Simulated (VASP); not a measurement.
# CdS (Greenockite): the band gap, functional by functional, part 2 of 3

How does the band gap of CdS (Greenockite) depend on the functional? The starting structure is a measured crystal structure from the Crystallography Open Database. The atoms were first relaxed with LDA in that cell, in a run that isn't shown, and the relaxed structure is the one below. Meshes and data sets differ where the inputs say so.

VASP 6.6.1.

Results so far: LDA 0.960 eV; PBE 1.220 eV; r2SCAN 1.675 eV.

## Step 5: Bands with TB-mBJ

Level of this step: TB-mBJ; plane waves and PAW (Cd, S) (VASP).

TB-mBJ is a local potential fitted to gaps: it costs far less than a hybrid but gives no energy. Its energies, forces and stress mean nothing.

File INCAR:

```
SYSTEM = CdS
PREC = Accurate
ENCUT = 350
EDIFF = 1E-06
NELM = 150
ISMEAR = 0
SIGMA = 0.03
LREAL = .FALSE.
ALGO = Normal
METAGGA = MBJ
LASPH = .TRUE.
NBANDS = 32
LORBIT = 11
LWAVE = .FALSE.
LCHARG = .FALSE.
KPAR = 8
```

File POSCAR:

```
CdS
1.0
    4.1370000000      0.0000000000      0.0000000000
   -2.0685000000      3.5827470955      0.0000000000
    0.0000000000      0.0000000000      6.7144000000
Cd S
2 2
Direct
    0.3333333333      0.6666666667      0.4990101238
    0.6666666667      0.3333333333      0.9990101238
    0.3333333333      0.6666666667      0.8759898762
    0.6666666667      0.3333333333      0.3759898762
```

File KPOINTS:

```
Automatic mesh
0
Gamma
6 6 4
0 0 0
```

File KPOINTS_OPT:

```
Line mode
10
Line-mode
Reciprocal
  0.00000000   0.00000000   0.00000000 GAMMA
  0.50000000   0.00000000   0.00000000 M

  0.50000000   0.00000000   0.00000000 M
  0.33333333   0.33333333   0.00000000 K

  0.33333333   0.33333333   0.00000000 K
  0.00000000   0.00000000   0.00000000 GAMMA

  0.00000000   0.00000000   0.00000000 GAMMA
  0.00000000   0.00000000   0.50000000 A

  0.00000000   0.00000000   0.50000000 A
  0.50000000   0.00000000   0.50000000 L

  0.50000000   0.00000000   0.50000000 L
  0.33333333   0.33333333   0.50000000 H

  0.33333333   0.33333333   0.50000000 H
  0.00000000   0.00000000   0.50000000 A

  0.50000000   0.00000000   0.50000000 L
  0.50000000   0.00000000   0.00000000 M

  0.33333333   0.33333333   0.00000000 K
  0.33333333   0.33333333   0.50000000 H
```

The projector-augmented-wave data sets are Cd and S (PBE family, release 64).

On the command line:

```console
$ mpirun -np 8 vasp_std
```

Output:

```text
[banner, memory and clock lines left out]
running    8 mpi-ranks, on    1 nodes
[...]
[... a notice as in an earlier step ...]

 [... a notice as in an earlier step ...]

 LDA part: xc-table for (None), standard interpolation
 POSCAR, INCAR and KPOINTS ok, starting setup
[...]
entering main loop
       N       E                     dE             d eps       ncg     rms          rms(c)
DAV:   1     0.810462404242E+03    0.81046E+03   -0.14072E+04  1360   0.764E+02
DAV:   2     0.607370826449E+03   -0.20309E+03   -0.19529E+03  1544   0.239E+02
DAV:   3     0.598316328669E+03   -0.90545E+01   -0.90093E+01  1648   0.520E+01
DAV:   4     0.598258675872E+03   -0.57653E-01   -0.57646E-01  1512   0.411E+00
[...]
DAV:  53     0.602828201162E+03    0.12379E-03   -0.68369E-09   672   0.358E-04    0.105E-04
DAV:  54     0.602828205940E+03    0.47777E-05   -0.18635E-09   672   0.281E-04    0.541E-04
DAV:  55     0.602828206129E+03    0.18918E-06   -0.32006E-10   672   0.116E-04
   1 F= 0.60282821E+03 E0= 0.60282821E+03  d E =-.415825E-12
 Start KPOINTS_OPT (optional k-point list driver)
k-point batch [1-21\90]
       N       E                     dE             ncg
DAV:   1     0.110439835004E+04   -0.13765E+05     1368
DAV:   2    -0.309976029140E+04   -0.42042E+04     1544
DAV:   3    -0.327593101917E+04   -0.17617E+03     1656
DAV:   4    -0.327695869804E+04   -0.10277E+01     1504
DAV:   5    -0.327696985463E+04   -0.11157E-01     1712
DAV:   6    -0.327697005930E+04   -0.20467E-03     1480
DAV:   7    -0.327697006444E+04   -0.51359E-05     1592
DAV:   8    -0.327697006465E+04   -0.21024E-06     1048
[...]
k-point batch [85-90\90]
       N       E                     dE             ncg
DAV:   1     0.130160517301E+05   -0.54048E+04      384
DAV:   2     0.118248538701E+05   -0.11912E+04      448
DAV:   3     0.117757405275E+05   -0.49113E+02      472
DAV:   4     0.117754752803E+05   -0.26525E+00      464
DAV:   5     0.117754723688E+05   -0.29115E-02      472
DAV:   6     0.117754723159E+05   -0.52984E-04      448
DAV:   7     0.117754723147E+05   -0.11950E-05      424
DAV:   8     0.117754723146E+05   -0.57076E-07      336
```

Wall time 46 s (8 MPI ranks of AMD EPYC 9R45, shared host); peak memory 1.7 GiB.

From OUTCAR (step 5):

```text
  Total      -76.4968727    -76.4968727    -76.5216990      0.0000000     -0.0000000      0.0000000
  in kB    -1231.5310893  -1231.5310893  -1231.9307699      0.0000000     -0.0000000      0.0000000
  external PRESSURE =   -1231.6643161 kB  Pullay stress =       0.0000000 kB

 POSITION                                       TOTAL-FORCE (eV/Angst)
 -----------------------------------------------------------------------------------
     -0.00000      2.38850      3.35055        -0.000000      0.000000      0.002681
      2.06850      1.19425      6.70775         0.000000     -0.000000      0.002681
     -0.00000      2.38850      5.88175         0.000000     -0.000000     -0.002681
      2.06850      1.19425      2.52455         0.000000     -0.000000     -0.002681
 -----------------------------------------------------------------------------------
    total drift:                                0.000001      0.000001      0.085298

  FREE ENERGIE OF THE ION-ELECTRON SYSTEM (eV)
  ---------------------------------------------------
  free  energy   TOTEN  =       602.8282061287 eV

  energy  without entropy=      602.8282061287  energy(sigma->0) =      602.82820613

[... 2 parts as in an earlier step ...]

[... 1 further part left out ...]
[key lines of the parts left out:]
E-fermi :   1.6460
```

TB-mBJ gives a direct gap of 2.731 eV. The least gap is +1.771 eV from that of LDA.

## Step 6: Bands with LDA + spin-orbit coupling

Spin-orbit coupling is switched on in this step.

File INCAR:

```
SYSTEM = CdS
PREC = Accurate
ENCUT = 350
EDIFF = 1E-06
NELM = 100
ISMEAR = 0
SIGMA = 0.03
LREAL = .FALSE.
ALGO = Normal
GGA = CA
LNONCOLLINEAR = .TRUE.
MAGMOM = 0 0 0 0 0 0 0 0 0 0 0 0
NBANDS = 48
GGA_COMPAT = .FALSE.
LASPH = .TRUE.
LSORBIT = .TRUE.
LORBIT = 11
LWAVE = .FALSE.
LCHARG = .FALSE.
KPAR = 8
```

POSCAR is that of step 5.

KPOINTS is that of step 5.

KPOINTS_OPT is that of step 5.

The projector-augmented-wave data sets are Cd and S (LDA family, release 64).

On the command line:

```console
$ mpirun -np 8 vasp_ncl
```

Output:

```text
[banner, memory and clock lines left out]
running    8 mpi-ranks, on    1 nodes
[...]
[... a notice as in an earlier step ...]

 LDA part: xc-table for (Slater(with rela. corr.)+CA(PZ))
 , standard interpolation
 POSCAR, INCAR and KPOINTS ok, starting setup
[...]
entering main loop
       N       E                     dE             d eps       ncg     rms          rms(c)
DAV:   1     0.206832358332E+03    0.20683E+03   -0.14160E+04  2712   0.102E+03
DAV:   2    -0.320650486414E+01   -0.21004E+03   -0.20383E+03  3048   0.304E+02
DAV:   3    -0.157215894436E+02   -0.12515E+02   -0.12439E+02  3144   0.742E+01
DAV:   4    -0.158775740469E+02   -0.15598E+00   -0.15581E+00  3096   0.795E+00
[...]
DAV:  11    -0.148481530187E+02    0.91033E-04   -0.28535E-04  3136   0.191E-01    0.697E-02
DAV:  12    -0.148481584584E+02   -0.54397E-05   -0.10420E-04  2824   0.596E-02    0.630E-02
DAV:  13    -0.148481580493E+02    0.40910E-06   -0.66145E-06  3264   0.269E-02
   1 F= -.14848158E+02 E0= -.14848158E+02  d E =-.986665E-16  mag=     0.0000     0.0000     0.0000
 Start KPOINTS_OPT (optional k-point list driver)
k-point batch [1-28\90]
       N       E                     dE             ncg
DAV:   1     0.957155599642E+03   -0.16154E+05     2768
DAV:   2    -0.474197496760E+04   -0.56991E+04     3000
DAV:   3    -0.505731955040E+04   -0.31534E+03     3256
DAV:   4    -0.506088760244E+04   -0.35681E+01     3096
DAV:   5    -0.506095085350E+04   -0.63251E-01     3192
DAV:   6    -0.506095240443E+04   -0.15509E-02     3136
DAV:   7    -0.506095244614E+04   -0.41713E-04     3200
DAV:   8    -0.506095244752E+04   -0.13820E-05     2256
DAV:   9    -0.506095244763E+04   -0.11024E-06     1920
[...]
k-point batch [85-90\90]
       N       E                     dE             ncg
DAV:   1     0.164000263038E+05   -0.55946E+04      584
DAV:   2     0.152029868881E+05   -0.11970E+04      640
DAV:   3     0.151397661054E+05   -0.63221E+02      704
DAV:   4     0.151391345916E+05   -0.63151E+00      608
DAV:   5     0.151391249210E+05   -0.96706E-02      656
DAV:   6     0.151391247163E+05   -0.20472E-03      616
DAV:   7     0.151391247107E+05   -0.55775E-05      680
DAV:   8     0.151391247106E+05   -0.13811E-06      400
```

It took 51 s on 8 MPI ranks; peak memory 3 GiB.

Parts of OUTCAR (step 6):

```text
  Total       -1.6361824     -1.6361824     -1.5177665      0.0000000      0.0000000      0.0000000
  in kB      -26.3410698    -26.3410698    -24.4346796      0.0000000      0.0000000      0.0000000
  external PRESSURE =     -25.7056064 kB  Pullay stress =       0.0000000 kB

 POSITION                                       TOTAL-FORCE (eV/Angst)
 -----------------------------------------------------------------------------------
     -0.00000      2.38850      3.35055         0.000000     -0.000000     -0.001107
      2.06850      1.19425      6.70775         0.000000      0.000000     -0.001107
     -0.00000      2.38850      5.88175         0.000000     -0.000000      0.001107
      2.06850      1.19425      2.52455        -0.000000      0.000000      0.001107
 -----------------------------------------------------------------------------------
    total drift:                                0.000000      0.000000      0.000631

  FREE ENERGIE OF THE ION-ELECTRON SYSTEM (eV)
  ---------------------------------------------------
  free  energy   TOTEN  =       -14.8481580493 eV

  energy  without entropy=      -14.8481580493  energy(sigma->0) =      -14.84815805

 magnetization (x)
# of ion       s       p       d       tot
------------------------------------------
    1        0.000  -0.000   0.000  -0.000
    2       -0.000   0.000  -0.000  -0.000
    3        0.000  -0.000   0.000   0.000
    4       -0.000   0.000   0.000   0.000
--------------------------------------------------
tot         -0.000  -0.000   0.000   0.000

 magnetization (y)
# of ion       s       p       d       tot
------------------------------------------
    1        0.000   0.000   0.000   0.000
    2       -0.000   0.000   0.000  -0.000
    3        0.000   0.000   0.000   0.000
    4        0.000   0.000   0.000   0.000
--------------------------------------------------
tot          0.000   0.000   0.000   0.000

 magnetization (z)
# of ion       s       p       d       tot
------------------------------------------
    1        0.000   0.000  -0.000   0.000
    2        0.000   0.000  -0.000   0.000
    3        0.000   0.000   0.000   0.000
    4        0.000   0.000   0.000   0.000
--------------------------------------------------
tot          0.000   0.000  -0.000   0.000

[... 1 part as in an earlier step ...]

[... 2 further parts left out ...]
[key lines of the parts left out:]
E-fermi :   1.2737
```

LDA + spin-orbit coupling gives a direct gap of 0.946 eV. The least gap is -0.015 eV from that of LDA.

## Step 7: Bands with r2SCAN + spin-orbit coupling

INCAR, as its differences from that of step 6:

```diff
@@ -9,3 +9,4 @@
 ALGO = Normal
-GGA = CA
+METAGGA = R2SCAN
+LASPH = .TRUE.
 LNONCOLLINEAR = .TRUE.
@@ -14,3 +15,2 @@
 GGA_COMPAT = .FALSE.
-LASPH = .TRUE.
 LSORBIT = .TRUE.
```

POSCAR is that of step 6.

KPOINTS is that of step 6.

KPOINTS_OPT is that of step 6.

The projector-augmented-wave data sets are Cd and S (PBE family, release 64).

On the command line:

```console
$ mpirun -np 8 vasp_ncl
```

Output:

```text
[... set-up lines as in an earlier step ...]
 entering main loop
       N       E                     dE             d eps       ncg     rms          rms(c)
DAV:   1     0.155833159661E+03    0.15583E+03   -0.14458E+04  2704   0.104E+03
DAV:   2    -0.571621134443E+02   -0.21300E+03   -0.20684E+03  3048   0.306E+02
DAV:   3    -0.696261679415E+02   -0.12464E+02   -0.12390E+02  3160   0.743E+01
DAV:   4    -0.697756053894E+02   -0.14944E+00   -0.14927E+00  3088   0.786E+00
[...]
DAV:  14    -0.594159737636E+02   -0.13887E-04   -0.47080E-05  2920   0.496E-02    0.338E-02
DAV:  15    -0.594159646698E+02    0.90938E-05   -0.25178E-05  2960   0.551E-02    0.319E-03
DAV:  16    -0.594159649524E+02   -0.28265E-06   -0.71954E-07  1776   0.974E-03
   1 F= -.59415965E+02 E0= -.59415965E+02  d E =-.207757E-16  mag=     0.0000    -0.0000     0.0000
 Start KPOINTS_OPT (optional k-point list driver)
k-point batch [1-28\90]
       N       E                     dE             ncg
DAV:   1     0.845262954592E+03   -0.16266E+05     2768
DAV:   2    -0.496867389033E+04   -0.58139E+04     3024
DAV:   3    -0.527643428663E+04   -0.30776E+03     3208
DAV:   4    -0.527973393003E+04   -0.32996E+01     3112
DAV:   5    -0.527978912338E+04   -0.55193E-01     3184
DAV:   6    -0.527979041838E+04   -0.12950E-02     3160
DAV:   7    -0.527979045101E+04   -0.32630E-04     3064
DAV:   8    -0.527979045205E+04   -0.10379E-05     2208
DAV:   9    -0.527979045215E+04   -0.95501E-07     1912
[...]
k-point batch [85-90\90]
       N       E                     dE             ncg
DAV:   1     0.163734134797E+05   -0.56212E+04      584
DAV:   2     0.151548118126E+05   -0.12186E+04      648
DAV:   3     0.150928760808E+05   -0.61936E+02      680
DAV:   4     0.150922565599E+05   -0.61952E+00      608
DAV:   5     0.150922472829E+05   -0.92770E-02      664
DAV:   6     0.150922471023E+05   -0.18055E-03      616
DAV:   7     0.150922470977E+05   -0.45891E-05      624
DAV:   8     0.150922470976E+05   -0.13201E-06      392
```

The job ended after 4.7 min (8 MPI ranks; peak memory 3.4 GiB; 30 min of CPU time).

From OUTCAR (step 7):

```text
  Total        0.7062761      0.7062761      0.7794348      0.0000000      0.0000000      0.0000000
  in kB       11.3704127     11.3704127     12.5482009      0.0000000      0.0000000      0.0000000
  external PRESSURE =      11.7630088 kB  Pullay stress =       0.0000000 kB

 POSITION                                       TOTAL-FORCE (eV/Angst)
 -----------------------------------------------------------------------------------
     -0.00000      2.38850      3.35055         0.000000     -0.000000     -0.004514
      2.06850      1.19425      6.70775        -0.000000      0.000000     -0.004514
     -0.00000      2.38850      5.88175         0.000000      0.000000      0.004514
      2.06850      1.19425      2.52455        -0.000000      0.000000      0.004514
 -----------------------------------------------------------------------------------
    total drift:                                0.000000      0.000000      0.012647

  FREE ENERGIE OF THE ION-ELECTRON SYSTEM (eV)
  ---------------------------------------------------
  free  energy   TOTEN  =       -59.4159649524 eV

  energy  without entropy=      -59.4159649524  energy(sigma->0) =      -59.41596495

 magnetization (x)
# of ion       s       p       d       tot
------------------------------------------
    1       -0.000   0.000  -0.000  -0.000
    2        0.000  -0.000   0.000  -0.000
    3        0.000   0.000   0.000   0.000
    4        0.000  -0.000   0.000  -0.000
--------------------------------------------------
tot         -0.000  -0.000  -0.000  -0.000

 magnetization (y)
# of ion       s       p       d       tot
------------------------------------------
    1        0.000   0.000   0.000   0.000
    2       -0.000   0.000   0.000  -0.000
    3        0.000   0.000   0.000   0.000
    4        0.000   0.000   0.000   0.000
--------------------------------------------------
tot         -0.000   0.000   0.000  -0.000

 magnetization (z)
# of ion       s       p       d       tot
------------------------------------------
    1       -0.000  -0.000   0.000  -0.000
    2        0.000   0.000   0.000   0.000
    3        0.000  -0.000   0.000  -0.000
    4        0.000  -0.000   0.000  -0.000
--------------------------------------------------
tot         -0.000  -0.000   0.000  -0.000

[... 2 parts as in an earlier step ...]

[... 1 further part left out ...]
[key lines of the parts left out:]
E-fermi :   1.1978
```

r2SCAN + spin-orbit coupling gives a direct gap of 1.662 eV. The least gap is -0.013 eV from that of r2SCAN.

## Step 8: Bands with TB-mBJ + spin-orbit coupling

INCAR, as its differences from that of step 7:

```diff
@@ -4,3 +4,3 @@
 EDIFF = 1E-06
-NELM = 100
+NELM = 150
 ISMEAR = 0
@@ -9,3 +9,3 @@
 ALGO = Normal
-METAGGA = R2SCAN
+METAGGA = MBJ
 LASPH = .TRUE.
```

POSCAR is that of step 7.

KPOINTS is that of step 7.

KPOINTS_OPT is that of step 7.

On the command line:

```console
$ mpirun -np 8 vasp_ncl
```

Output:

```text
[... set-up lines as in an earlier step ...]
 entering main loop
       N       E                     dE             d eps       ncg     rms          rms(c)
DAV:   1     0.818946512469E+03    0.81895E+03   -0.14202E+04  2712   0.102E+03
DAV:   2     0.610104019208E+03   -0.20884E+03   -0.20308E+03  3056   0.301E+02
DAV:   3     0.598328190341E+03   -0.11776E+02   -0.11706E+02  3160   0.712E+01
DAV:   4     0.598199263943E+03   -0.12893E+00   -0.12879E+00  3088   0.719E+00
[...]
DAV:  49     0.602775207322E+03   -0.29169E-05   -0.71163E-12  1392   0.155E-05    0.401E-05
DAV:  50     0.602775206219E+03   -0.11030E-05    0.15261E-12  1392   0.507E-06    0.530E-05
DAV:  51     0.602775207077E+03    0.85755E-06   -0.35428E-13  1392   0.335E-06
   1 F= 0.60277521E+03 E0= 0.60277521E+03  d E =-.659855E-11  mag=     0.0000     0.0000    -0.0000
 Start KPOINTS_OPT (optional k-point list driver)
k-point batch [1-28\90]
       N       E                     dE             ncg
DAV:   1     0.163212656037E+04   -0.15479E+05     2784
DAV:   2    -0.407760052317E+04   -0.57097E+04     3040
DAV:   3    -0.436061964446E+04   -0.28302E+03     3232
DAV:   4    -0.436314600147E+04   -0.25264E+01     3104
DAV:   5    -0.436318089808E+04   -0.34897E-01     3200
DAV:   6    -0.436318165870E+04   -0.76062E-03     3128
DAV:   7    -0.436318168054E+04   -0.21840E-04     2784
DAV:   8    -0.436318168142E+04   -0.87214E-06     2152
[...]
k-point batch [85-90\90]
       N       E                     dE             ncg
DAV:   1     0.165354751157E+05   -0.54591E+04      600
DAV:   2     0.153488713573E+05   -0.11866E+04      640
DAV:   3     0.152923306638E+05   -0.56541E+02      712
DAV:   4     0.152918860911E+05   -0.44457E+00      632
DAV:   5     0.152918806841E+05   -0.54070E-02      640
DAV:   6     0.152918805733E+05   -0.11082E-03      640
DAV:   7     0.152918805704E+05   -0.28203E-05      560
DAV:   8     0.152918805703E+05   -0.89884E-07      424
```

It took 3 min on 8 MPI ranks; peak memory 3.8 GiB.

Parts of OUTCAR (step 8):

```text
  Total      -76.4939969    -76.4939969    -76.5223721      0.0000000      0.0000000      0.0000000
  in kB    -1231.4847909  -1231.4847909  -1231.9416063      0.0000000      0.0000000      0.0000000
  external PRESSURE =   -1231.6370627 kB  Pullay stress =       0.0000000 kB

 POSITION                                       TOTAL-FORCE (eV/Angst)
 -----------------------------------------------------------------------------------
     -0.00000      2.38850      3.35055        -0.000000      0.000000     -0.000021
      2.06850      1.19425      6.70775         0.000000      0.000000     -0.000021
     -0.00000      2.38850      5.88175        -0.000000     -0.000000      0.000021
      2.06850      1.19425      2.52455        -0.000000      0.000000      0.000021
 -----------------------------------------------------------------------------------
    total drift:                                0.000000      0.000000      0.086037

  FREE ENERGIE OF THE ION-ELECTRON SYSTEM (eV)
  ---------------------------------------------------
  free  energy   TOTEN  =       602.7752070766 eV

  energy  without entropy=      602.7752070766  energy(sigma->0) =      602.77520708

 magnetization (x)
# of ion       s       p       d       tot
------------------------------------------
    1        0.000   0.000   0.000   0.000
    2        0.000  -0.000  -0.000  -0.000
    3        0.000   0.000   0.000   0.000
    4        0.000  -0.000   0.000  -0.000
--------------------------------------------------
tot          0.000   0.000  -0.000  -0.000

 magnetization (y)
# of ion       s       p       d       tot
------------------------------------------
    1        0.000   0.000   0.000   0.000
    2        0.000   0.000   0.000   0.000
    3        0.000   0.000   0.000   0.000
    4        0.000   0.000   0.000   0.000
--------------------------------------------------
tot          0.000   0.000   0.000   0.000

 magnetization (z)
# of ion       s       p       d       tot
------------------------------------------
    1        0.000  -0.000  -0.000  -0.000
    2       -0.000  -0.000  -0.000  -0.000
    3       -0.000   0.000   0.000  -0.000
    4        0.000  -0.000   0.000  -0.000
--------------------------------------------------
tot          0.000  -0.000  -0.000  -0.000

[... 2 parts as in an earlier step ...]

[... 1 further part left out ...]
[key lines of the parts left out:]
E-fermi :   1.6463
```

TB-mBJ + spin-orbit coupling gives a direct gap of 2.727 eV. The least gap is -0.004 eV from that of TB-mBJ.

[end of part 2 of 3]

[Lines on the potential files, build, host, timing and source positions are cut from VASP's logs without a mark.]

[Logs are printed without paths, hosts, clocks, repeated set-up lines and the standing remarks that a program may print on its own settings, such as how far it seeks lower states.]

[Hosts, paths, dates, database ids (printed as entryN), source tags and the programs' standing remarks are cut or masked in the printed files.]
